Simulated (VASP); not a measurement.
Calculation: optB88-vdW, VASP's PBE PAW potentials (set 64) (plane waves; VASP).

Input for VASP

KPOINTS:
```
k-points along high-symmetry lines
10
Line-mode
Reciprocal
  0.000000   0.000000   0.000000 ! GAMMA
  0.500000  -0.000000   0.000000 ! M

  0.500000  -0.000000   0.000000 ! M
  0.333333   0.333333   0.000000 ! K

  0.333333   0.333333   0.000000 ! K
  0.000000   0.000000   0.000000 ! GAMMA

  0.000000   0.000000   0.000000 ! GAMMA
  0.000000   0.000000   0.500000 ! A

  0.000000   0.000000   0.500000 ! A
  0.500000  -0.000000   0.500000 ! L

  0.500000  -0.000000   0.500000 ! L
  0.333333   0.333333   0.500000 ! H

  0.333333   0.333333   0.500000 ! H
  0.000000   0.000000   0.500000 ! A

  0.500000  -0.000000   0.500000 ! L
  0.500000  -0.000000   0.000000 ! M

  0.333333   0.333333   0.500000 ! H
  0.333333   0.333333   0.000000 ! K
```

### POSCAR
```
WC
1
    1.4646353627    -2.5368229393     0.0000000000
    1.4646353627     2.5368229393     0.0000000000
    0.0000000000     0.0000000000     2.8533105165
W C
1 1
Direct
  0.0000000000   0.0000000000   0.0000000000
  0.3333330000   0.6666670000   0.5000000000
```

### INCAR
```
! general
SYSTEM   = WC
PREC     = Accurate
ENCUT    = 520
LREAL    = .False.
LASPH    = .True.
ICHARG   = 11

! electronic loop
EDIFF    = 1E-7
NELM     = 100
ALGO     = Normal
LMAXMIX  = 6

! smearing
ISMEAR   = 0
SIGMA    = 0.05

! functional
GGA      = BO
LUSE_VDW = .True.
AGGAC    = 0.0
PARAM1   = 0.1833333333
PARAM2   = 0.22

! output
LWAVE    = .False.
LCHARG   = .False.
LORBIT   = 11
```

POTCAR, in this order: W_sv C (PBE.64 set). Program: vasp_std. Read from the step before: CHGCAR.

### Question
What will the output report for the number of irreducible k-points (NKPTS), largest plane-wave count, number of space-group operations, FFT grid (NGX, NGY, NGZ)?

### Answer

- number of irreducible k-points (NKPTS) = 90
- largest plane-wave count = 599
- number of space-group operations = 12
- FFT grid (NGX, NGY, NGZ) = 24 × 24 × 24

The compound is WC in the wc structure. It was relaxed first.
